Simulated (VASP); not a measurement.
Given:

```xyz
4
Lattice="3.8888 0.0000 0.0000 0.0000 3.8888 0.0000 0.0000 0.0000 5.4839" Properties=species:S:1:pos:R:3 pbc="T T T"
Zn     1.9444     3.8888     4.1854
Zn     0.0000     1.9444     1.2985
Se     0.0000     3.8888     2.7419
S      1.9444     1.9444     0.0000
```

Calculation: PBEsol GGA, VASP's PBE PAW potentials (set 64) (plane waves; VASP). Run with 400 eV cut-off, Gaussian smearing of 0.050 eV, potentials Zn Se S.

What does the run give for the band gap (along the path) with the smallest direct gap where there is one?

```yaml
band gap (along the path): 1.56 eV
smallest direct gap (along the path): 1.56 eV
```

The structure comes from a computed database's Zn2SeS entry (P-4m2); how it stands against other phases isn't given here. It was relaxed first.
